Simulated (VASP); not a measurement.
Calculation: TPSS meta-GGA, VASP's PBE PAW potentials (set 64) (plane waves; VASP).

VASP ran on this input.

POSCAR:
```
BP
1
    0.0000000000     2.2949026542     2.2949026542
    2.2949026542     0.0000000000     2.2949026542
    2.2949026542     2.2949026542     0.0000000000
B P
1 1
Direct
  0.0000000000   0.0000000000   0.0000000000
  0.2500000000   0.2500000000   0.2500000000
```

### INCAR
```
# general
SYSTEM  = BP
PREC    = Accurate
ENCUT   = 520
LREAL   = .False.
LASPH   = .True.

# electronic loop
EDIFF   = 1E-7
NELM    = 100
ALGO    = Normal
LMIXTAU = .True.

# smearing
ISMEAR  = 0
SIGMA   = 0.05

# functional
METAGGA = TPSS

# ions
ISIF    = 2

# output
LWAVE   = .False.
LCHARG  = .False.
```

File KPOINTS:
```
Automatic mesh
0
Gamma
10 10 10
0 0 0
```

POTCAR, in this order: B P (PBE.64 set). Program: vasp_std.

Output

File OSZICAR:
```
       N       E                     dE             d eps       ncg     rms          rms(c)
DAV:   1     0.785898033791E+02    0.78590E+02   -0.18248E+04   752   0.627E+04
DAV:   2    -0.880780378443E+03   -0.95937E+03   -0.95768E+03  1392   0.453E+02
DAV:   3    -0.130724322302E+04   -0.42646E+03   -0.42634E+03   944   0.825E+02
DAV:   4    -0.131449768922E+04   -0.72545E+01   -0.71165E+01  1344   0.164E+02
DAV:   5    -0.131471393236E+04   -0.21624E+00   -0.21624E+00   992   0.233E+01    0.697E+00
DAV:   6    -0.185493116751E+02    0.12962E+04   -0.46823E+03   912   0.739E+01    0.461E+00
DAV:   7    -0.180960909464E+02    0.45322E+00   -0.17341E-01  1080   0.309E+00    0.312E+00
DAV:   8    -0.180950336692E+02    0.10573E-02   -0.28991E-01   832   0.341E+00    0.218E+00
DAV:   9    -0.190379095405E+02   -0.94288E+00   -0.21750E-01  1048   0.445E+00    0.199E+00
DAV:  10    -0.430944165593E+03   -0.41191E+03   -0.10709E+04   768   0.120E+05    0.140E+01
DAV:  11    -0.193808799621E+02    0.41156E+03   -0.11984E+02   760   0.266E+01    0.251E+00
DAV:  12    -0.190747307373E+02    0.30615E+00   -0.22323E-02   784   0.258E+00    0.189E+00
DAV:  13    -0.180417613225E+02    0.10330E+01   -0.10100E+00   784   0.175E+01    0.196E+00
DAV:  14    -0.187557198323E+02   -0.71396E+00   -0.78715E-01   776   0.139E+01    0.277E+00
DAV:  15    -0.187533970237E+02    0.23228E-02   -0.19982E-03  1096   0.429E-01    0.274E+00
DAV:  16    -0.187518041871E+02    0.15928E-02   -0.23148E-05   864   0.372E-02    0.277E+00
DAV:  17    -0.186914356467E+02    0.60369E-01   -0.10210E-02   800   0.916E-01    0.214E+00
DAV:  18    -0.187590876323E+02   -0.67652E-01   -0.19092E-02   808   0.894E-01    0.163E+00
DAV:  19    -0.187595573898E+02   -0.46976E-03   -0.66414E-04   960   0.216E-01    0.181E+00
DAV:  20    -0.187719529801E+02   -0.12396E-01   -0.12285E-03   848   0.311E-01    0.201E+00
DAV:  21    -0.187724053198E+02   -0.45234E-03   -0.17961E-05  1144   0.414E-02    0.199E+00
DAV:  22    -0.187728023410E+02   -0.39702E-03   -0.21375E-05   864   0.518E-02    0.211E+00
DAV:  23    -0.187732215876E+02   -0.41925E-03   -0.75231E-06   976   0.256E-02    0.217E+00
DAV:  24    -0.187732142381E+02    0.73495E-05   -0.59797E-08   880   0.257E-03    0.217E+00
DAV:  25    -0.187731611053E+02    0.53133E-04   -0.75815E-07   824   0.962E-03    0.213E+00
DAV:  26    -0.187730773494E+02    0.83756E-04   -0.48650E-06   800   0.204E-02    0.204E+00
DAV:  27    -0.187734870646E+02   -0.40972E-03   -0.13193E-05   752   0.424E-02    0.184E+00
DAV:  28    -0.187753922509E+02   -0.19052E-02   -0.22274E-04   848   0.144E-01    0.160E+00
DAV:  29    -0.187755120165E+02   -0.11977E-03   -0.15022E-05   936   0.559E-02    0.139E+00
DAV:  30    -0.187761197699E+02   -0.60775E-03   -0.26721E-04   872   0.174E-01    0.119E+00
DAV:  31    -0.187760660797E+02    0.53690E-04   -0.65835E-05  1072   0.876E-02    0.958E-01
DAV:  32    -0.187757935871E+02    0.27249E-03   -0.11317E-04   760   0.116E-01    0.714E-01
DAV:  33    -0.187758182343E+02   -0.24647E-04   -0.14172E-05  1112   0.382E-02    0.530E-01
DAV:  34    -0.187759676608E+02   -0.14943E-03   -0.18765E-05   848   0.359E-02    0.351E-01
DAV:  35    -0.187760587724E+02   -0.91112E-04   -0.34847E-05   912   0.625E-02    0.175E-01
DAV:  36    -0.187761461537E+02   -0.87381E-04   -0.47772E-05   984   0.631E-02    0.451E-02
DAV:  37    -0.187761468279E+02   -0.67422E-06   -0.61696E-06   984   0.299E-02    0.784E-03
DAV:  38    -0.187761501858E+02   -0.33580E-05   -0.11866E-06   888   0.130E-02    0.608E-03
DAV:  39    -0.187761499955E+02    0.19034E-06   -0.47006E-07   752   0.923E-03    0.513E-03
DAV:  40    -0.187761509130E+02   -0.91754E-06   -0.20172E-07   768   0.685E-03    0.319E-03
DAV:  41    -0.187761509550E+02   -0.41985E-07   -0.47089E-08   376   0.193E-03
   1 F= -.18776151E+02 E0= -.18776151E+02  d E =-.390481E-16
```

### OUTCAR
```
------------------------ aborting loop because EDIFF is reached ----------------------------------------
  FORCE on cell =-STRESS in cart. coord.  units (eV):
  Direction    XX          YY          ZZ          XY          YZ          ZX
  --------------------------------------------------------------------------------------
  Total       -0.6813297     -0.6813297     -0.6813297      0.0000000     -0.0000000      0.0000000
  in kB      -45.1590805    -45.1590805    -45.1590805      0.0000000     -0.0000000      0.0000000
  external PRESSURE =     -45.1590805 kB  Pullay stress =       0.0000000 kB
  volume of cell :       24.17
      direct lattice vectors                 reciprocal lattice vectors
     0.000000000  2.294902654  2.294902654    -0.217874165  0.217874165  0.217874165
     2.294902654  0.000000000  2.294902654     0.217874165 -0.217874165  0.217874165
     2.294902654  2.294902654  0.000000000     0.217874165  0.217874165 -0.217874165
  FREE ENERGIE OF THE ION-ELECTRON SYSTEM (eV)
  ---------------------------------------------------
  free  energy   TOTEN  =       -18.7761509550 eV

  energy  without entropy=      -18.7761509550  energy(sigma->0) =      -18.77615096
```
(Selected blocks of OUTCAR.)

The compound is BP in the zinc blende structure. This cell is one point of a volume scan, at 1.03 of the reference volume.
